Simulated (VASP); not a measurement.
Computed with PBE GGA with D4 dispersion, VASP's PBE PAW potentials (set 64) (plane waves; VASP).

A VASP calculation is set up with these files.

### INCAR
```
PREC = Accurate
ISIF = 2
IVDW = 13
SYSTEM = CaO
LORBIT = 11   # lm-projected
GGA = PE   # PBE
ALGO = Normal
NELM = 100
LWAVE = .FALSE.
ISMEAR = -5
EDIFF = 1E-7
LASPH = .TRUE.
NEDOS = 601   # DOS grid
LREAL = .FALSE.   # projection in real space or not
LCHARG = .TRUE.
ENCUT = 520
```

File POSCAR:
```
CaO
1
    0.0000000000     2.4050000000     2.4050000000
    2.4050000000     0.0000000000     2.4050000000
    2.4050000000     2.4050000000     0.0000000000
Ca O
1 1
Direct
  0.0000000000   0.0000000000   0.0000000000
  0.5000000000   0.5000000000   0.5000000000
```

KPOINTS:
```
Regular mesh
0
Gamma
 11 11 11
```

POTCAR, in this order: Ca_sv O (PBE.64 set). Program: vasp_std.

The resulting files:

OSZICAR:
```
       N       E                     dE             d eps       ncg     rms          rms(c)
DAV:   1     0.129925575441E+03    0.12993E+03   -0.86372E+03  1344   0.135E+03
DAV:   2    -0.733082717512E+01   -0.13726E+03   -0.12982E+03  1580   0.335E+02
DAV:   3    -0.142681643256E+02   -0.69373E+01   -0.68814E+01  1704   0.774E+01
DAV:   4    -0.145093013544E+02   -0.24114E+00   -0.24096E+00  1936   0.131E+01
DAV:   5    -0.145134851719E+02   -0.41838E-02   -0.41834E-02  1692   0.167E+00    0.857E+00
DAV:   6    -0.128445495996E+02    0.16689E+01   -0.87226E+00  1560   0.276E+01    0.364E+00
DAV:   7    -0.128028435111E+02    0.41706E-01   -0.71760E-01  1856   0.834E+00    0.174E+00
DAV:   8    -0.128036105707E+02   -0.76706E-03   -0.80456E-02  1448   0.325E+00    0.430E-01
DAV:   9    -0.128015995778E+02    0.20110E-02   -0.24540E-02  1716   0.129E+00    0.135E-01
DAV:  10    -0.128020419361E+02   -0.44236E-03   -0.21789E-03  1444   0.472E-01    0.257E-02
DAV:  11    -0.128020920520E+02   -0.50116E-04   -0.35850E-04  1888   0.157E-01    0.291E-02
DAV:  12    -0.128020782829E+02    0.13769E-04   -0.56415E-05  1580   0.822E-02    0.459E-03
DAV:  13    -0.128020781899E+02    0.93056E-07   -0.39811E-06  1764   0.196E-02    0.866E-04
DAV:  14    -0.128020780562E+02    0.13364E-06   -0.16509E-07  1512   0.459E-03    0.335E-04
DAV:  15    -0.128020781385E+02   -0.82278E-07   -0.30473E-08   832   0.226E-03
   1 F= -.13127957E+02 E0= -.13127957E+02  d E =0.000000E+00
```

File OUTCAR:
```
------------------------ aborting loop because EDIFF is reached ----------------------------------------
  Edisp (eV):   -0.32588
  FORCE on cell =-STRESS in cart. coord.  units (eV):
  Direction    XX          YY          ZZ          XY          YZ          ZX
  --------------------------------------------------------------------------------------
  Total      -0.01571    -0.01571    -0.01571    -0.00000    -0.00000    -0.00000
  in kB      -0.90454    -0.90454    -0.90454    -0.00000    -0.00000    -0.00000
  external pressure =       -0.90 kB  Pullay stress =        0.00 kB
  volume of cell :       27.82
      direct lattice vectors                 reciprocal lattice vectors
     0.000000000  2.405000000  2.405000000    -0.207900208  0.207900208  0.207900208
     2.405000000  0.000000000  2.405000000     0.207900208 -0.207900208  0.207900208
     2.405000000  2.405000000  0.000000000     0.207900208  0.207900208 -0.207900208
  FREE ENERGIE OF THE ION-ELECTRON SYSTEM (eV)
  ---------------------------------------------------
  free  energy   TOTEN  =       -13.1279573896 eV

  energy  without entropy=      -13.1279573896  energy(sigma->0) =      -13.12795739

 total charge

# of ion       s       p       d       tot
------------------------------------------
    1        2.041   5.881   0.300   8.221
    2        1.550   3.452   0.000   5.001
--------------------------------------------------
tot          3.590   9.333   0.300  13.223
```
(Selected blocks of OUTCAR.)

The compound is CaO in the rock salt structure. The cell was not relaxed at this level.
